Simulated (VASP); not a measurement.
Output of a VASP run:

OSZICAR:
```
       N       E                     dE             d eps       ncg     rms          rms(c)
DAV:   1     0.192444193164E+03    0.19244E+03   -0.14597E+04  2940   0.199E+03
DAV:   2    -0.147037097081E+02   -0.20715E+03   -0.19913E+03  2945   0.357E+02
DAV:   3    -0.241562205187E+02   -0.94525E+01   -0.88840E+01  3241   0.104E+02
DAV:   4    -0.243305847473E+02   -0.17436E+00   -0.17355E+00  3465   0.126E+01
DAV:   5    -0.243366149625E+02   -0.60302E-02   -0.60276E-02  3562   0.218E+00    0.189E+01
DAV:   6    -0.255621608826E+02   -0.12255E+01   -0.63864E+01  3318   0.132E+02    0.215E+01
DAV:   7    -0.204569750075E+02    0.51052E+01   -0.19405E+01  3304   0.719E+01    0.246E+00
DAV:   8    -0.204557863475E+02    0.11887E-02   -0.42669E-01  3083   0.554E+00    0.165E+00
DAV:   9    -0.204370384812E+02    0.18748E-01   -0.56118E-02  3755   0.338E+00    0.514E-01
DAV:  10    -0.204363421107E+02    0.69637E-03   -0.36570E-03  3483   0.693E-01    0.192E-01
DAV:  11    -0.204362465152E+02    0.95596E-04   -0.23361E-04  3701   0.211E-01    0.110E-01
DAV:  12    -0.204361913683E+02    0.55147E-04   -0.80331E-05  3871   0.109E-01    0.372E-02
DAV:  13    -0.204361868274E+02    0.45409E-05   -0.85967E-06  3195   0.403E-02    0.174E-02
DAV:  14    -0.204361853194E+02    0.15080E-05   -0.83812E-07  1847   0.129E-02    0.824E-03
DAV:  15    -0.204361845766E+02    0.74286E-06   -0.45035E-07  1675   0.666E-03
   1 F= -.20436185E+02 E0= -.20435838E+02  d E =-.204362E+02  mag=     0.7722
```

### OUTCAR
```
------------------------ aborting loop because EDIFF is reached ----------------------------------------
  FORCE on cell =-STRESS in cart. coord.  units (eV):
  Direction    XX          YY          ZZ          XY          YZ          ZX
  --------------------------------------------------------------------------------------
  Total        0.0335856      0.0335856      0.0335856     -0.0000000     -0.0000000      0.0000000
  in kB        1.1633027      1.1633027      1.1633027     -0.0000000     -0.0000000      0.0000000
  external PRESSURE =       1.1633027 kB  Pullay stress =       0.0000000 kB
  volume of cell :       46.26
      direct lattice vectors                 reciprocal lattice vectors
     3.589690515  0.000000000  0.000000000     0.278575547  0.000000000  0.000000000
     0.000000000  3.589690515  0.000000000     0.000000000  0.278575547  0.000000000
     0.000000000  0.000000000  3.589690515     0.000000000  0.000000000  0.278575547
 POSITION                                       TOTAL-FORCE (eV/Angst)
 -----------------------------------------------------------------------------------
      0.00000      0.00000      0.00000         0.000000      0.000000      0.000000
      0.00000      1.79485      1.79485         0.000000      0.000000      0.000000
      1.79485      0.00000      1.79485         0.000000      0.000000      0.000000
      1.79485      1.79485      0.00000         0.000000      0.000000      0.000000
 -----------------------------------------------------------------------------------
    total drift:                                0.000000      0.000000      0.000000
  FREE ENERGIE OF THE ION-ELECTRON SYSTEM (eV)
  ---------------------------------------------------
  free  energy   TOTEN  =       -20.4361845766 eV

  energy  without entropy=      -20.4351459292  energy(sigma->0) =      -20.43583836

 total charge

# of ion       s       p       d       tot
------------------------------------------
    1        0.409   0.383   0.000   0.791
    2        0.481   0.495   8.364   9.340
    3        0.481   0.495   8.364   9.340
    4        0.481   0.495   8.364   9.340
--------------------------------------------------
tot          1.853   1.867  25.092  28.811

 magnetization (x)

# of ion       s       p       d       tot
------------------------------------------
    1       -0.001  -0.009   0.000  -0.009
    2       -0.003  -0.011   0.292   0.278
    3       -0.003  -0.011   0.292   0.278
    4       -0.003  -0.011   0.292   0.278
--------------------------------------------------
tot         -0.011  -0.041   0.875   0.823

 reached required accuracy - stopping structural energy minimisation
```
(Selected blocks of OUTCAR.)

**POSCAR**
```
Ni3Al
1
    3.5896905146    -0.0000000000    -0.0000000000
   -0.0000000000     3.5896905146    -0.0000000000
    0.0000000000    -0.0000000000     3.5896905146
Al Ni
1 3
Direct
  0.0000000000   0.0000000000   0.0000000000
  0.0000000000   0.5000000000   0.5000000000
  0.5000000000   0.0000000000   0.5000000000
  0.5000000000   0.5000000000   0.0000000000
```

### Question
Write an INCAR and KPOINTS that could have produced this output.

### Answer
This is not unique; one that fits is the input of the run itself, revPBE GGA, plane waves, VASP's PBE PAW potentials (set 64).

**INCAR**
```
# general
SYSTEM  = Ni3Al
PREC    = Accurate
ENCUT   = 520
LREAL   = F   # projection in real space or not
LASPH   = T   # aspherical one-centre terms

# electronic loop
EDIFF   = 1E-6   # SCF stop (eV)
NELM    = 100
ALGO    = Normal   # blocked Davidson
LMAXMIX = 4   # l cut-off of mixed one-centre charges

# smearing
ISMEAR  = 1
SIGMA   = 0.1   # width (eV)

# functional
GGA     = RE

# spin
ISPIN   = 2   # spin-polarised
MAGMOM  = 0.0 0.5 0.5 0.5

# ions
IBRION  = 2
NSW     = 60
ISIF    = 3   # ions, shape and volume
EDIFFG  = -0.02   # ionic stop

# output
LWAVE   = F
LCHARG  = F
LORBIT  = 10
```

File KPOINTS:
```
Automatic mesh
0
Gamma
8 8 8
0 0 0
```

POTCAR, in this order: Al Ni (PBE.64 set). Program: vasp_std.

The compound is Ni3Al in the L1_2 structure. It was relaxed first. The start is the result of an earlier pass.
